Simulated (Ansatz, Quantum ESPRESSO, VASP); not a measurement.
# One structure in several programs: RbCl (Fm-3m, 2 atoms in the cell)

Self-consistent single point.

```xyz
2
Lattice="0.0000 3.2900 3.2900 3.2900 0.0000 3.2900 3.2900 3.2900 0.0000" Properties=species:S:1:pos:R:3 pbc="T T T"
Rb     0.0000     0.0000     0.0000
Cl     3.2900     3.2900     3.2900
```

Shared settings, as Ansatz (a quantum-chemistry and plane-wave program) writes them: kpoints.mp_grid.grid = 9 9 9; magnetization.spin_orbit = true; scf.occupations.method = fermi_dirac; scf.occupations.width = 0.0037 Ry. Potentials and cutoffs stand in the table.

| code | model | pressure (GPa) | gap on the mesh (eV) | cutoff |
|---|---|---|---|---|
| Quantum ESPRESSO | PBE, spin-orbit coupling, PseudoDojo fully relativistic norm-conserving (PBE) pseudopotentials | 0.87 | 4.957 | 60 Ry |
| VASP | PBE, spin-orbit coupling, VASP's PBE PAW potentials (set 64) | – | 4.955 | 300 eV |
| Ansatz | PBE with spin-orbit coupling, default PAW files | 0.87 | 4.958 | 30.9 Ry |

A dash marks a value that a program does not give, or that is left out as unsure.

Gaps are read on the mesh.

The spread over the programs that give each value: pressure within 0.00 GPa; gap on the mesh within 0.003 eV.

Ansatz's pressure is given at a fixed set of plane waves, as the other plane-wave codes print theirs.

VASP's run is marked for a possible Pulay error in its stress at this cutoff; no cutoff test was made.

The starting cell has typed, rounded lattice constants, without a prior relaxation at this level.

Left out of this page: Elk, FLEUR and SIESTA (not drawn, or without a comparable value).

Keys are those of Ansatz 0.2.
